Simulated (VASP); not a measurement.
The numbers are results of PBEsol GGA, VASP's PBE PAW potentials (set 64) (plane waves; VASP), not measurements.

A VASP calculation is set up with these files.

File KPOINTS:
```
Automatic mesh
0
Gamma
10 10 10
```

### POSCAR
```
ScB
1
    0.0000000000     2.7432000000     2.7432000000
    2.7432000000     0.0000000000     2.7432000000
    2.7432000000     2.7432000000     0.0000000000
Sc B
1 1
Direct
  0.0000000000   0.0000000000   0.0000000000
  0.5000000000   0.5000000000   0.5000000000
```

**INCAR**
```
SYSTEM = ScB
PREC = Accurate; ENCUT = 520; LREAL = .FALSE.
LASPH = .TRUE.
EDIFF = 1E-6; NELM = 100; ALGO = Normal
LMAXMIX = 4
ISMEAR = 1; SIGMA = 0.1
GGA = PS
IBRION = 2; NSW = 60; ISIF = 3
EDIFFG = -0.01
LWAVE = .FALSE.; LCHARG = .FALSE.
```

POTCAR, in this order: Sc_sv B (PBE.64 set). Program: vasp_std.

What VASP printed:

**OUTCAR**
```
 ion  position               nearest neighbor table
   1  0.000  0.000  0.000-   2 2.74   2 2.74   2 2.74   2 2.74   2 2.74   2 2.74
   2  0.500  0.500  0.500-   1 2.74   1 2.74   1 2.74   1 2.74   1 2.74   1 2.74
  LATTYP: Found a face centered cubic cell.
 ALAT       =     5.4864000000
 Subroutine PRICEL returns:
 Original cell was already a primitive cell.
 Subroutine GETGRP returns: Found 48 space group operations
The static configuration has the point symmetry O_h .
The dynamic configuration has the point symmetry O_h .
 Subroutine INISYM returns: Found 48 space group operations
 Subroutine IBZKPT returns following result:
 Found     47 irreducible k-points:

 Following reciprocal coordinates:
            Coordinates               Weight
  0.000000  0.000000  0.000000      1.000000
  0.100000  0.000000  0.000000      8.000000
  0.200000  0.000000  0.000000      8.000000
  0.300000  0.000000  0.000000      8.000000
  0.400000  0.000000  0.000000      8.000000
  0.500000  0.000000  0.000000      4.000000
  0.100000  0.100000  0.000000      6.000000
  0.200000  0.100000  0.000000     24.000000
  0.300000  0.100000  0.000000     24.000000
...
```

**OSZICAR**
```
...
DAV:   5    -0.132123672338E+02    0.22748E-01   -0.16561E-01  1187   0.336E+00    0.574E-01
DAV:   6    -0.132015441195E+02    0.10823E-01   -0.40980E-02  1709   0.190E+00    0.224E-01
DAV:   7    -0.132006991936E+02    0.84493E-03   -0.28666E-03  1612   0.804E-01    0.506E-02
DAV:   8    -0.132006522522E+02    0.46941E-04   -0.13585E-04  1696   0.170E-01    0.214E-02
DAV:   9    -0.132006384780E+02    0.13774E-04   -0.57154E-05  1677   0.846E-02    0.277E-03
DAV:  10    -0.132006384697E+02    0.83830E-08   -0.53495E-07   775   0.744E-03
   2 F= -.13200638E+02 E0= -.13200282E+02  d E =-.961670E+00
       N       E                     dE             d eps       ncg     rms          rms(c)
DAV:   1    -0.134567569183E+02   -0.25612E+00   -0.71066E+00  1115   0.466E+01    0.389E+00
DAV:   2    -0.132464972787E+02    0.21026E+00   -0.64358E-01  1579   0.147E+01    0.923E-01
DAV:   3    -0.132286884945E+02    0.17809E-01   -0.32546E-02  1566   0.254E+00    0.404E-01
DAV:   4    -0.132257988669E+02    0.28896E-02   -0.81203E-03  1522   0.101E+00    0.176E-01
DAV:   5    -0.132257484589E+02    0.50408E-04   -0.22236E-04  1586   0.175E-01    0.170E-02
DAV:   6    -0.132257417841E+02    0.66747E-05   -0.30896E-05  1698   0.568E-02    0.252E-03
DAV:   7    -0.132257421174E+02   -0.33326E-06   -0.33243E-07   660   0.572E-03
   3 F= -.13225742E+02 E0= -.13225218E+02  d E =-.986773E+00
       N       E                     dE             d eps       ncg     rms          rms(c)
DAV:   1    -0.132309441803E+02   -0.52024E-02   -0.16919E-01  1110   0.715E+00    0.595E-01
DAV:   2    -0.132259697230E+02    0.49745E-02   -0.13768E-02  1566   0.213E+00    0.150E-01
DAV:   3    -0.132254971219E+02    0.47260E-03   -0.96029E-04  1577   0.478E-01    0.641E-02
DAV:   4    -0.132254323664E+02    0.64755E-04   -0.18607E-04  1439   0.134E-01    0.254E-02
DAV:   5    -0.132254305241E+02    0.18423E-05   -0.13993E-05  1810   0.413E-02    0.598E-03
DAV:   6    -0.132254293976E+02    0.11265E-05   -0.51693E-06  1639   0.244E-02    0.392E-04
DAV:   7    -0.132254294425E+02   -0.44868E-07   -0.36639E-08   538   0.192E-03
   4 F= -.13225429E+02 E0= -.13224883E+02  d E =-.986460E+00
       N       E                     dE             d eps       ncg     rms          rms(c)
DAV:   1    -0.132254548069E+02   -0.25409E-04   -0.11105E-04  1129   0.183E-01    0.151E-02
DAV:   2    -0.132254514966E+02    0.33103E-05   -0.87918E-06  1578   0.540E-02    0.389E-03
DAV:   3    -0.132254511893E+02    0.30730E-06   -0.51644E-07   547   0.127E-02
   5 F= -.13225451E+02 E0= -.13224905E+02  d E =-.217468E-04
       N       E                     dE             d eps       ncg     rms          rms(c)
DAV:   1    -0.132255446062E+02   -0.93110E-04   -0.98790E-04  1102   0.549E-01    0.456E-02
DAV:   2    -0.132255151052E+02    0.29501E-04   -0.79983E-05  1567   0.162E-01    0.117E-02
DAV:   3    -0.132255123771E+02    0.27281E-05   -0.57994E-06  1580   0.378E-02    0.503E-03
DAV:   4    -0.132255121697E+02    0.20733E-06   -0.89062E-07   547   0.101E-02
   6 F= -.13225512E+02 E0= -.13224968E+02  d E =-.827273E-04
       N       E                     dE             d eps       ncg     rms          rms(c)
DAV:   1    -0.132255131472E+02   -0.77017E-06   -0.44555E-07   544   0.135E-02    0.186E-03
DAV:   2    -0.132255131322E+02    0.15052E-07   -0.63859E-08   544   0.499E-03
   7 F= -.13225513E+02 E0= -.13224969E+02  d E =-.962445E-06
       N       E                     dE             d eps       ncg     rms          rms(c)
DAV:   1    -0.132255156179E+02   -0.24707E-05   -0.16799E-06   556   0.238E-02    0.234E-03
DAV:   2    -0.132255155662E+02    0.51691E-07   -0.13594E-07   544   0.774E-03
   8 F= -.13225516E+02 E0= -.13224971E+02  d E =-.339651E-05
       N       E                     dE             d eps       ncg     rms          rms(c)
DAV:   1    -0.132255206557E+02   -0.50378E-05   -0.69277E-06  1272   0.454E-02    0.393E-03
DAV:   2    -0.132255203979E+02    0.25782E-06   -0.49291E-07   544   0.144E-02
   9 F= -.13225520E+02 E0= -.13224976E+02  d E =-.822816E-05
       N       E                     dE             d eps       ncg     rms          rms(c)
DAV:   1    -0.132255308381E+02   -0.10182E-04   -0.25313E-05  1052   0.893E-02    0.760E-03
DAV:   2    -0.132255299961E+02    0.84206E-06   -0.21165E-06  1039   0.270E-02
  10 F= -.13225530E+02 E0= -.13224986E+02  d E =-.178263E-04
       N       E                     dE             d eps       ncg     rms          rms(c)
DAV:   1    -0.132255523378E+02   -0.21500E-04   -0.10699E-04  1068   0.181E-01    0.156E-02
DAV:   2    -0.132255488013E+02    0.35364E-05   -0.90270E-06  1551   0.551E-02    0.432E-03
DAV:   3    -0.132255484382E+02    0.36312E-06   -0.61363E-07   544   0.137E-02
  11 F= -.13225548E+02 E0= -.13225005E+02  d E =-.362685E-04
       N       E                     dE             d eps       ncg     rms          rms(c)
DAV:   1    -0.132255981332E+02   -0.49332E-04   -0.45101E-04  1082   0.372E-01    0.309E-02
DAV:   2    -0.132255845434E+02    0.13590E-04   -0.36915E-05  1564   0.110E-01    0.793E-03
DAV:   3    -0.132255833081E+02    0.12353E-05   -0.24077E-06  1129   0.255E-02    0.370E-03
DAV:   4    -0.132255832786E+02    0.29468E-07   -0.73509E-07   600   0.933E-03
  12 F= -.13225583E+02 E0= -.13225041E+02  d E =-.711089E-04
       N       E                     dE             d eps       ncg     rms          rms(c)
DAV:   1    -0.132257044437E+02   -0.12114E-03   -0.18635E-03  1101   0.752E-01    0.626E-02
DAV:   2    -0.132256494839E+02    0.54960E-04   -0.14891E-04  1572   0.222E-01    0.159E-02
DAV:   3    -0.132256443127E+02    0.51712E-05   -0.10968E-05  1582   0.522E-02    0.674E-03
DAV:   4    -0.132256438731E+02    0.43956E-06   -0.20165E-06   921   0.136E-02
  13 F= -.13225644E+02 E0= -.13225104E+02  d E =-.131703E-03
       N       E                     dE             d eps       ncg     rms          rms(c)
DAV:   1    -0.132259690926E+02   -0.32478E-03   -0.74150E-03  1093   0.150E+00    0.124E-01
DAV:   2    -0.132257523100E+02    0.21678E-03   -0.58160E-04  1558   0.439E-01    0.319E-02
DAV:   3    -0.132257311322E+02    0.21178E-04   -0.44869E-05  1587   0.106E-01    0.135E-02
DAV:   4    -0.132257289469E+02    0.21853E-05   -0.81655E-06  1363   0.268E-02    0.514E-03
DAV:   5    -0.132257293159E+02   -0.36894E-06   -0.44861E-07   535   0.110E-02
  14 F= -.13225729E+02 E0= -.13225195E+02  d E =-.217146E-03
       N       E                     dE             d eps       ncg     rms          rms(c)
DAV:   1    -0.132267204382E+02   -0.99149E-03   -0.29842E-02  1093   0.301E+00    0.250E-01
DAV:   2    -0.132258490258E+02    0.87141E-03   -0.23398E-03  1555   0.881E-01    0.641E-02
DAV:   3    -0.132257636025E+02    0.85423E-04   -0.18114E-04  1587   0.213E-01    0.270E-02
DAV:   4    -0.132257539022E+02    0.97003E-05   -0.32905E-05  1396   0.534E-02    0.101E-02
DAV:   5    -0.132257548107E+02   -0.90849E-06   -0.38874E-06  1519   0.230E-02
  15 F= -.13225755E+02 E0= -.13225230E+02  d E =-.242641E-03
       N       E                     dE             d eps       ncg     rms          rms(c)
DAV:   1    -0.132259663184E+02   -0.21242E-03   -0.60131E-03  1096   0.135E+00    0.113E-01
DAV:   2    -0.132257877489E+02    0.17857E-03   -0.48621E-04  1564   0.401E-01    0.288E-02
DAV:   3    -0.132257701816E+02    0.17567E-04   -0.35245E-05  1579   0.927E-02    0.122E-02
DAV:   4    -0.132257674757E+02    0.27059E-05   -0.67125E-06  1357   0.253E-02    0.479E-03
DAV:   5    -0.132257670889E+02    0.38677E-06   -0.27520E-07   535   0.836E-03
  16 F= -.13225767E+02 E0= -.13225237E+02  d E =-.254919E-03
```

OUTCAR:
```
------------------------ aborting loop because EDIFF is reached ----------------------------------------
  FORCE on cell =-STRESS in cart. coord.  units (eV):
  Direction    XX          YY          ZZ          XY          YZ          ZX
  --------------------------------------------------------------------------------------
  Total       -0.0074827     -0.0074827     -0.0074827     -0.0000000      0.0000000     -0.0000000
  in kB       -0.4099514     -0.4099514     -0.4099514     -0.0000000      0.0000000     -0.0000000
  external PRESSURE =      -0.4099514 kB  Pullay stress =       0.0000000 kB
  volume of cell :       29.24
      direct lattice vectors                 reciprocal lattice vectors
    -0.000000000  2.445313788  2.445313788    -0.204472736  0.204472736  0.204472736
     2.445313788  0.000000000  2.445313788     0.204472736 -0.204472736  0.204472736
     2.445313788  2.445313788 -0.000000000     0.204472736  0.204472736 -0.204472736
 POSITION                                       TOTAL-FORCE (eV/Angst)
 -----------------------------------------------------------------------------------
      0.00000      0.00000      0.00000         0.000000     -0.000000      0.000000
      2.44531      2.44531      2.44531        -0.000000      0.000000     -0.000000
 -----------------------------------------------------------------------------------
    total drift:                               -0.000000      0.000000      0.000000
  FREE ENERGIE OF THE ION-ELECTRON SYSTEM (eV)
  ---------------------------------------------------
  free  energy   TOTEN  =       -13.2257670889 eV

  energy  without entropy=      -13.2241761453  energy(sigma->0) =      -13.22523677

 reached required accuracy - stopping structural energy minimisation
```
(Selected blocks of OUTCAR.)

**CONTCAR**
```
ScB
   1.00000000000000
    -0.0000000000000000    2.4453137882948721    2.4453137882948721
     2.4453137882948721    0.0000000000000000    2.4453137882948721
     2.4453137882948721    2.4453137882948721   -0.0000000000000000
  Sc              B
     1     1
Direct
     0.0000000000000000    0.0000000000000000    0.0000000000000000
     0.5000000000000000    0.5000000000000000    0.5000000000000000
```

Energy and stress use the plane-wave basis of the starting cell.

The structure was generated: ScB was put into the rock salt type (Fm-3m), which need not be its known phase. This run relaxes it. Symmetry was kept, so distortions that lower it aren't found.
